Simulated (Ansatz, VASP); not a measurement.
# TiTeS in two plane-wave programs

One calculation is typed for both programs; each brings its own data sets. How far apart do they land? The cell is taken from a series of runs on this material, whose earlier steps may have relaxed, scaled, displaced or heated it; both programs get it as it stands.

Calculated with Ansatz 0.2.0; plane waves, with VASP 6.6.1 beside it; PBEsol.

**1. Set-up**

The cell holds 3 atoms: 1 Ti, 1 S and 1 Te. Its edges and angles: a = 3.626 Å, b = 3.626 Å, c = 30.000 Å, α = 90.0°, β = 90.0°, γ = 120.0°. Vacuum lies along c.

As a file:

```xyz
3
Lattice="3.6262 0.0000 0.0000 -1.8131 3.1404 0.0000 0.0000 0.0000 30.0000" Properties=species:S:1:pos:R:3
Ti    0.0000    0.0000   10.1974
S     0.0000    2.0936   11.3594
Te    1.8131    1.0468    8.3432
```

**2. VASP: zone-centre phonons, PBEsol**

Second derivatives magnify differences that forces hide, and they need a tight electronic threshold.

Lines of VASP's logs that name or quote its potential files are left out, and so is its time.

INCAR

```
SYSTEM = TiTeS
PREC = Accurate
ENCUT = 500
EDIFF = 1E-08
NELM = 120
ISMEAR = 1
SIGMA = 0.2
LREAL = .FALSE.
ALGO = Normal
GGA = PS
NBANDS = 18
LASPH = .TRUE.
LORBIT = 11
LWAVE = .FALSE.
LCHARG = .FALSE.
ISIF = 2
IBRION = 8
GGA_COMPAT = .FALSE.
NELMDL = -8
KPAR = 2
```

POSCAR

```
TiTeS
1.0
    3.6262343215      0.0000000000      0.0000000000
   -1.8131171607      3.1404110425      0.0000000000
    0.0000000000      0.0000000000     30.0000000000
Ti S Te
1 1 1
Direct
    0.0000000000      0.0000000000      0.3399128683
    0.3333333333      0.6666666667      0.3786465492
    0.6666666667      0.3333333333      0.2781072494
```

KPOINTS

```
Automatic mesh
0
Gamma
15 15 1
0 0 0
```

Potentials, in the order of the species: Ti_sv, S and Te (PBE family, release 64).

Run with:

```
$ mpirun -np 2 vasp_std
```

Numbers of over 12 decimals in the logs are rounded to 6 here.

Output:

```text
[banner, memory and clock lines left out]
running    2 mpi-ranks, on    1 nodes
 distrk:  each k-point on    1 cores,    2 groups
 distr:  one band on    1 cores,    1 groups

 POSCAR found type information on POSCAR TiS Te
 POSCAR found :  3 types and       3 ions
|                                                                             |
|               ----> ADVICE to this user running VASP <----                  |
|                                                                             |
|     You enforced a specific xc type in the INCAR file but a different       |
|     [... a line on the potential file left out ...]
|     I HOPE YOU KNOW WHAT YOU ARE DOING!                                     |
|                                                                             |

 LDA part: xc-table for (Slater+PW92), standard interpolation
 POSCAR, INCAR and KPOINTS ok, starting setup
 FFT: planning ... GRIDC
 FFT: planning ... GRID_SOFT
 FFT: planning ... GRID
 WAVECAR not read
 entering main loop
       N       E                     dE             d eps       ncg     rms          rms(c)
DAV:   1     0.159972545895E+03    0.15997E+03   -0.10246E+04  1188   0.956E+02
DAV:   2     0.185562569447E+01   -0.15812E+03   -0.15503E+03  1264   0.232E+02
DAV:   3    -0.210446374167E+02   -0.22900E+02   -0.22789E+02  1744   0.804E+01
DAV:   4    -0.221872607213E+02   -0.11426E+01   -0.11379E+01  1328   0.178E+01
DAV:   5    -0.222960174688E+02   -0.10876E+00   -0.10872E+00  1580   0.444E+00
DAV:   6    -0.222969763093E+02   -0.95884E-03   -0.95881E-03  1360   0.543E-01
DAV:   7    -0.222970154684E+02   -0.39159E-04   -0.39159E-04  1598   0.936E-02
DAV:   8    -0.222970157600E+02   -0.29157E-06   -0.29169E-06  1352   0.919E-03    0.135E+01
DAV:   9    -0.210752567171E+02    0.12218E+01   -0.38396E+01  1328   0.436E+01    0.125E+01
DAV:  10    -0.197687828370E+02    0.13065E+01   -0.29040E+01  1358   0.357E+01    0.635E+00
DAV:  11    -0.192974664999E+02    0.47132E+00   -0.23281E+00  1158   0.111E+01    0.208E+00
DAV:  12    -0.193244513115E+02   -0.26985E-01   -0.49997E-01  1400   0.460E+00    0.183E+00
DAV:  13    -0.192864890764E+02    0.37962E-01   -0.29918E-01  1258   0.405E+00    0.690E-01
DAV:  14    -0.192868298188E+02   -0.34074E-03   -0.24381E-02  1142   0.124E+00    0.438E-01
[...]
DAV:  27    -0.192858390415E+02   -0.18807E-05   -0.49952E-08  1180   0.963E-04    0.763E-04
DAV:  28    -0.192858410933E+02   -0.20518E-05   -0.38906E-08  1024   0.653E-04    0.533E-04
DAV:  29    -0.192858420952E+02   -0.10020E-05   -0.29222E-08  1066   0.109E-03    0.111E-04
DAV:  30    -0.192858424666E+02   -0.37141E-06   -0.56004E-09   948   0.359E-04    0.191E-04
DAV:  31    -0.192858425336E+02   -0.66934E-07   -0.20864E-10   846   0.143E-04    0.845E-05
DAV:  32    -0.192858425577E+02   -0.24103E-07    0.77337E-11   646   0.100E-04    0.384E-05
DAV:  33    -0.192858425717E+02   -0.14066E-07    0.23504E-10   650   0.514E-05    0.246E-05
DAV:  34    -0.192858425769E+02   -0.51782E-08    0.29619E-10   594   0.318E-05
   1 F= -.19285843E+02 E0= -.19288319E+02  d E =0.742888E-02
 Linear response reoptimize wavefunctions to high precision
DAV:   1    -0.192858425780E+02   -0.10805E-08    0.32148E-10   744   0.188E-05
DAV:   2    -0.192858425780E+02   -0.32742E-10    0.31676E-10   588   0.737E-06
 Linear response DOF=           6
 Linear response progress:
  Degree of freedom:   1/  6
       N       E                     dE             d eps       ncg     rms          rms(c)
RMM:   1    -0.719068740438E+00   -0.71907E+00    0.12331E+01  4070   0.135E+02
RMM:   2    -0.684057367736E+00    0.35011E-01   -0.41995E-01  7133   0.518E+00    0.221E-01
RMM:   3    -0.681099297201E+00    0.29581E-02   -0.25038E-02  8192   0.112E+00    0.112E-01
[...]
RMM:  10    -0.767572356712E+00   -0.79805E-05   -0.75616E-06  2493   0.638E-03    0.355E-04
RMM:  11    -0.767575027564E+00   -0.26709E-05   -0.74254E-06  2531   0.374E-03    0.279E-04
RMM:  12    -0.767576640675E+00   -0.16131E-05   -0.32495E-06  2334   0.250E-03    0.200E-04
RMM:  13    -0.767579940468E+00   -0.32998E-05   -0.91483E-08  2259   0.191E-03    0.147E-04
RMM:  14    -0.767577382148E+00    0.25583E-05    0.62218E-07  2395   0.137E-03    0.788E-05
RMM:  15    -0.767578181730E+00   -0.79958E-06    0.83732E-07  2341   0.108E-03    0.598E-05
RMM:  16    -0.767578013056E+00    0.16867E-06    0.64015E-07  2488   0.869E-04    0.724E-05
RMM:  17    -0.767578641624E+00   -0.62857E-06    0.82437E-07  2248   0.790E-04    0.221E-05
RMM:  18    -0.767578757276E+00   -0.11565E-06    0.87698E-07  2478   0.631E-04    0.294E-05
RMM:  19    -0.767578960713E+00   -0.20344E-06    0.81618E-07  2241   0.580E-04    0.108E-05
RMM:  20    -0.767578924155E+00    0.36558E-07    0.79066E-07  2419   0.494E-04    0.222E-05
RMM:  21    -0.767579007243E+00   -0.83088E-07    0.84919E-07  2262   0.449E-04    0.207E-05
RMM:  22    -0.767579053474E+00   -0.46231E-07    0.86764E-07  2370   0.402E-04    0.217E-05
RMM:  23    -0.767579054416E+00   -0.94151E-09    0.77223E-07  2151   0.373E-04    0.863E-06
RMM:  24    -0.767579121213E+00   -0.66797E-07    0.74659E-07  2384   0.328E-04    0.193E-05
RMM:  25    -0.767579140992E+00   -0.19779E-07    0.72695E-07  2323   0.297E-04    0.254E-05
[...]
RMM:  12    -0.103297934378E+00    0.35102E-07   -0.11754E-06 11024   0.466E-04    0.534E-05
RMM:  13    -0.103297870576E+00    0.63802E-07   -0.72937E-07 10815   0.273E-04    0.132E-05
RMM:  14    -0.103297925146E+00   -0.54570E-07   -0.52230E-07 11031   0.150E-04    0.949E-06
RMM:  15    -0.103297963199E+00   -0.38053E-07   -0.12699E-07 10841   0.879E-05    0.250E-06
RMM:  16    -0.103297983627E+00   -0.20428E-07   -0.12529E-07 11077   0.480E-05    0.132E-06
RMM:  17    -0.103297983878E+00   -0.25176E-09   -0.42684E-08 10584   0.270E-05    0.200E-06
 first order change of Fermi-energy   0.29603E-03
 force on displaced ion       2 direction 1 :  -5.216   0.001   0.001
 Linear response progress:
  Degree of freedom:   4/  6
       N       E                     dE             d eps       ncg     rms          rms(c)
RMM:   1    -0.157845147375E+00   -0.15785E+00   -0.13068E-01  2432   0.189E+00
RMM:   2    -0.141831611214E+00    0.16014E-01   -0.11814E-02  2001   0.547E-01    0.182E-01
RMM:   3    -0.142257200178E+00   -0.42559E-03   -0.20943E-03  1735   0.352E-01    0.184E-01
RMM:   4    -0.141886761960E+00    0.37044E-03   -0.65696E-04  1801   0.241E-01    0.668E-02
RMM:   5    -0.142026040409E+00   -0.13928E-03   -0.23374E-04  2039   0.924E-02    0.349E-02
RMM:   6    -0.142049248745E+00   -0.23208E-04   -0.83666E-05  2145   0.558E-02    0.144E-02
RMM:   7    -0.142012290215E+00    0.36959E-04   -0.23789E-05  2291   0.282E-02    0.529E-03
RMM:   8    -0.142008080343E+00    0.42099E-05   -0.94491E-06  2447   0.134E-02    0.254E-03
RMM:   9    -0.142014332757E+00   -0.62524E-05    0.17999E-05  2420   0.646E-03    0.123E-03
RMM:  10    -0.142014112112E+00    0.22065E-06    0.12247E-05  2388   0.308E-03    0.342E-04
RMM:  11    -0.142012387842E+00    0.17243E-05    0.59391E-06  2457   0.146E-03    0.182E-04
RMM:  12    -0.142011073015E+00    0.13148E-05    0.11073E-06  2357   0.813E-04    0.123E-04
RMM:  13    -0.142010769397E+00    0.30362E-06    0.10027E-06  2247   0.558E-04    0.193E-04
RMM:  14    -0.142009806382E+00    0.96302E-06    0.10849E-06  2140   0.566E-04    0.114E-04
RMM:  15    -0.142009850076E+00   -0.43695E-07    0.12060E-06  2250   0.250E-04    0.399E-05
RMM:  16    -0.142009732418E+00    0.11766E-06    0.71650E-07  2290   0.165E-04    0.257E-05
RMM:  17    -0.142009726483E+00    0.59356E-08    0.41857E-07  2438   0.872E-05    0.197E-05
RMM:  18    -0.142009716585E+00    0.98977E-08    0.34961E-07  2267   0.610E-05    0.139E-05
RMM:  19    -0.142009706314E+00    0.10271E-07    0.18854E-07  2326   0.358E-05    0.638E-06
RMM:  20    -0.142009708578E+00   -0.22640E-08    0.11918E-07  2200   0.286E-05    0.421E-06
RMM:  21    -0.142009712886E+00   -0.43077E-08    0.97273E-08  2410   0.133E-05    0.735E-07
 first order change of Fermi-energy  -0.15911E+01
 force on displaced ion       2 direction 3 :  -0.000  -0.000  -7.430
 Linear response progress:
  Degree of freedom:   5/  6
       N       E                     dE             d eps       ncg     rms          rms(c)
RMM:   1    -0.411128908897E-01   -0.41113E-01   -0.55042E-03  9739   0.909E-01
RMM:   2    -0.391019256166E-01    0.20110E-02   -0.36573E-03  8308   0.297E-01    0.697E-02
RMM:   3    -0.392574369662E-01   -0.15551E-03   -0.78404E-04  9448   0.109E-01    0.409E-02
RMM:   4    -0.393081274299E-01   -0.50690E-04   -0.12637E-04 10020   0.410E-02    0.290E-02
RMM:   5    -0.394005006390E-01   -0.92373E-04   -0.29566E-05  8844   0.277E-02    0.329E-03
RMM:   6    -0.393955104628E-01    0.49902E-05   -0.10438E-05  9806   0.123E-02    0.243E-03
RMM:   7    -0.393934422617E-01    0.20682E-05   -0.20166E-06  9638   0.650E-03    0.184E-03
RMM:   8    -0.393915650227E-01    0.18772E-05   -0.54680E-08  9662   0.350E-03    0.495E-04
RMM:   9    -0.393913460751E-01    0.21895E-06   -0.12837E-06 10821   0.171E-03    0.208E-04
RMM:  10    -0.393913232280E-01    0.22847E-07    0.99471E-07 10891   0.777E-04    0.103E-04
RMM:  11    -0.393913937083E-01   -0.70480E-07   -0.29563E-07 10811   0.423E-04    0.315E-05
RMM:  12    -0.393913849098E-01    0.87984E-08    0.44188E-07 10911   0.231E-04    0.149E-05
RMM:  13    -0.393914092915E-01   -0.24382E-07   -0.10914E-07 10944   0.129E-04    0.656E-06
RMM:  14    -0.393914129791E-01   -0.36876E-08    0.14037E-07 10908   0.712E-05    0.168E-06
RMM:  15    -0.393914163620E-01   -0.33829E-08   -0.35775E-08 10926   0.395E-05    0.172E-06
 first order change of Fermi-energy   0.35009E-03
 force on displaced ion       3 direction 1 :  -2.559   0.000  -0.001
 Linear response progress:
  Degree of freedom:   6/  6
       N       E                     dE             d eps       ncg     rms          rms(c)
RMM:   1    -0.860557969539E-01   -0.86056E-01    0.17656E-02  2279   0.114E+00
RMM:   2    -0.834545513310E-01    0.26012E-02   -0.48483E-03  2020   0.337E-01    0.103E-01
RMM:   3    -0.835715166657E-01   -0.11697E-03   -0.84693E-04  1973   0.167E-01    0.872E-02
RMM:   4    -0.835776868203E-01   -0.61702E-05   -0.29743E-04  2018   0.120E-01    0.596E-02
RMM:   5    -0.835803870296E-01   -0.27002E-05   -0.94180E-05  2037   0.618E-02    0.453E-02
RMM:   6    -0.836252364565E-01   -0.44849E-04   -0.42235E-05  1978   0.509E-02    0.118E-02
RMM:   7    -0.836257987201E-01   -0.56226E-06   -0.19536E-05  2311   0.246E-02    0.769E-03
RMM:   8    -0.836280585288E-01   -0.22598E-05   -0.96233E-06  2455   0.116E-02    0.375E-03
RMM:   9    -0.836280122702E-01    0.46259E-07   -0.99793E-06  2282   0.608E-03    0.230E-03
RMM:  10    -0.836290958524E-01   -0.10836E-05   -0.30414E-06  2458   0.304E-03    0.126E-03
RMM:  11    -0.836309070042E-01   -0.18112E-05   -0.22260E-06  2214   0.223E-03    0.710E-04
RMM:  12    -0.836310350032E-01   -0.12800E-06   -0.14631E-06  2407   0.933E-04    0.135E-04
RMM:  13    -0.836319139608E-01   -0.87896E-06   -0.79087E-07  2202   0.668E-04    0.432E-04
RMM:  14    -0.836323123077E-01   -0.39835E-06   -0.99033E-07  2201   0.411E-04    0.161E-04
RMM:  15    -0.836324766980E-01   -0.16439E-06   -0.60817E-07  2169   0.336E-04    0.127E-04
RMM:  16    -0.836326639716E-01   -0.18727E-06   -0.49238E-07  2346   0.165E-04    0.487E-05
RMM:  17    -0.836327258287E-01   -0.61857E-07   -0.24471E-07  2308   0.973E-05    0.203E-05
RMM:  18    -0.836327122944E-01    0.13534E-07   -0.15649E-07  2317   0.619E-05    0.253E-05
RMM:  19    -0.836327163946E-01   -0.41002E-08   -0.98570E-08  2370   0.355E-05    0.161E-05
 first order change of Fermi-energy  -0.64551E+00
 force on displaced ion       3 direction 3 :   0.000  -0.000  -8.389
 Linear response finished
```

Parts of OUTCAR (step 2):

```text
ion  position               nearest neighbor table
   1  0.000  0.000  0.340-   2 2.39   2 2.39   2 2.39   3 2.80   3 2.80   3 2.80
   2  0.333  0.667  0.379-   1 2.39   1 2.39   1 2.39
   3  0.667  0.333  0.278-   1 2.80   1 2.80   1 2.80

  LATTYP: Found a hexagonal cell.
 ALAT       =     3.6262343215
 C/A-ratio  =     8.2730450766

 Subroutine GETGRP returns: Found  6 space group operations
 (whereof  6 operations were pure point group operations)

The static configuration has the point symmetry C_3v.

 Found     27 irreducible k-points:

   k-points           NKPTS =     27   k-points in BZ     NKDIM =     27   number of bands    NBANDS=     18

   dimension x,y,z NGX =    28 NGY =   28 NGZ =  224
   dimension x,y,z NGXF=    56 NGYF=   56 NGZF=  448

   ENCUT  =  500.0 eV  36.75 Ry    6.06 a.u.   6.61  6.61 54.70*2*pi/ulx,y,z

   NELECT =      24.0000    total number of electrons

 k-points in reciprocal lattice and weights: Automatic mesh
   0.00000000  0.00000000  0.00000000       0.004
   0.06666667  0.00000000  0.00000000       0.027
   0.13333333  0.00000000  0.00000000       0.027
   0.20000000  0.00000000  0.00000000       0.027
   0.26666667  0.00000000  0.00000000       0.027
   0.33333333  0.00000000  0.00000000       0.027
   0.40000000  0.00000000  0.00000000       0.027
   0.46666667 -0.00000000  0.00000000       0.027
   0.06666667  0.06666667  0.00000000       0.027
[...]
0.33333333  0.26666667  0.00000000       0.053
   0.33333333  0.33333333  0.00000000       0.009

 average (electrostatic) potential at core
       1 -84.2263       2 -94.3754       3 -96.6222

  Total       -1.4073862     -1.4073862      0.0426063     -0.0000000      0.0000000      0.0000000
  in kB       -6.6002481     -6.6002481      0.1998115     -0.0000000      0.0000000      0.0000000
  external PRESSURE =      -4.3335616 kB  Pullay stress =       0.0000000 kB

  energy-cutoff  :      500.00
  volume of cell :      341.64
      direct lattice vectors                 reciprocal lattice vectors
     3.626234322  0.000000000  0.000000000     0.275768169  0.159214827  0.000000000
    -1.813117161  3.140411042  0.000000000     0.000000000  0.318429653  0.000000000
     0.000000000  0.000000000 30.000000000     0.000000000  0.000000000  0.033333333

 POSITION                                       TOTAL-FORCE (eV/Angst)
 -----------------------------------------------------------------------------------
      0.00000      0.00000     10.19739         0.000000      0.000000      0.004077
     -0.00000      2.09361     11.35940         0.000000     -0.000000      0.018185
      1.81312      1.04680      8.34322        -0.000000      0.000000     -0.022262
 -----------------------------------------------------------------------------------
    total drift:                                0.000000     -0.000000     -0.000452

 Eigenvectors and eigenvalues of the dynamical matrix
 ----------------------------------------------------

   1 f  =   10.293757 THz    64.677584 2PiTHz  343.362780 cm-1    42.571540 meV
             X         Y         Z           dx          dy          dz
      0.000000  0.000000 10.197386     0.000000    0.000000    0.774866
     -0.000000  2.093607 11.359396     0.000000    0.000000   -0.608935
      1.813117  1.046804  8.343217    -0.000000   -0.000000   -0.169646

   2 f  =    7.570809 THz    47.568794 2PiTHz  252.534997 cm-1    31.310335 meV
             X         Y         Z           dx          dy          dz
      0.000000  0.000000 10.197386     0.390973    0.440450   -0.000000
     -0.000000  2.093607 11.359396    -0.535706   -0.603499   -0.000000
      1.813117  1.046804  8.343217     0.029325    0.033036    0.000000

   3 f  =    7.570809 THz    47.568794 2PiTHz  252.534997 cm-1    31.310335 meV
             X         Y         Z           dx          dy          dz
      0.000000  0.000000 10.197386    -0.440450    0.390973   -0.000000
     -0.000000  2.093607 11.359396     0.603499   -0.535706   -0.000000
      1.813117  1.046804  8.343217    -0.033036    0.029325   -0.000000

   4 f  =    6.043310 THz    37.971234 2PiTHz  201.583112 cm-1    24.993109 meV
             X         Y         Z           dx          dy          dz
      0.000000  0.000000 10.197386     0.000000   -0.000000   -0.410775
     -0.000000  2.093607 11.359396     0.000000    0.000000   -0.689046
      1.813117  1.046804  8.343217    -0.000000    0.000000    0.597058

   5 f  =    3.536903 THz    22.223015 2PiTHz  117.978373 cm-1    14.627447 meV
             X         Y         Z           dx          dy          dz
      0.000000  0.000000 10.197386     0.431715    0.486344    0.000000
     -0.000000  2.093607 11.359396     0.292592    0.329617    0.000000
      1.813117  1.046804  8.343217    -0.410751   -0.462728    0.000000

   6 f  =    3.536903 THz    22.223015 2PiTHz  117.978373 cm-1    14.627447 meV
             X         Y         Z           dx          dy          dz
      0.000000  0.000000 10.197386    -0.486344    0.431715    0.000000
     -0.000000  2.093607 11.359396    -0.329617    0.292592    0.000000
      1.813117  1.046804  8.343217     0.462728   -0.410751    0.000000

   7 f/i=    0.002017 THz     0.012671 2PiTHz    0.067268 cm-1     0.008340 meV
             X         Y         Z           dx          dy          dz
      0.000000  0.000000 10.197386    -0.000000    0.000000   -0.480464
     -0.000000  2.093607 11.359396    -0.000000    0.000000   -0.392954
      1.813117  1.046804  8.343217    -0.000000    0.000000   -0.784055

   8 f/i=    0.002902 THz     0.018231 2PiTHz    0.096787 cm-1     0.012000 meV
             X         Y         Z           dx          dy          dz
      0.000000  0.000000 10.197386    -0.478127   -0.040368    0.000000
     -0.000000  2.093607 11.359396    -0.391735   -0.033074    0.000000
      1.813117  1.046804  8.343217    -0.781575   -0.065989    0.000000

   9 f/i=    0.002902 THz     0.018231 2PiTHz    0.096787 cm-1     0.012000 meV
             X         Y         Z           dx          dy          dz
      0.000000  0.000000 10.197386     0.040368   -0.478127   -0.000000
     -0.000000  2.093607 11.359396     0.033074   -0.391735   -0.000000
      1.813117  1.046804  8.343217     0.065989   -0.781575   -0.000000

 ELASTIC MODULI CONTR FROM IONIC RELAXATION (kBar)
 Direction    XX          YY          ZZ          XY          YZ          ZX
 --------------------------------------------------------------------------------
 XX         -87.1871    -53.3322   -107.1840     -0.0000     36.9727      0.0000
 YY         -53.3322    -87.1871   -107.1840     -0.0000    -36.9727     -0.0000
 ZZ        -107.1840   -107.1840   -203.3450     -0.0000      0.0000      0.0000
 XY          -0.0000     -0.0000     -0.0000    -16.9274     -0.0000     34.0340
 YZ          36.9727    -36.9727      0.0000     -0.0000   -107.8489     -0.0000
 ZX           0.0000     -0.0000      0.0000     34.0340     -0.0000    -80.8462
 --------------------------------------------------------------------------------
```

This run has no spin polarisation, so a moment on Ti, if there is one, isn't seen.

(Part 1 of 2 ends here.)

[Lines on the potential files, build, host, timing and source positions are cut from VASP's logs without a mark.]

[Logs are printed without paths, hosts, clocks, repeated set-up lines and the standing remarks that a program may print on its own settings, such as how far it seeks lower states.]

[Hosts, paths, dates, database ids (printed as entryN), source tags and the programs' standing remarks are cut or masked in the printed files.]
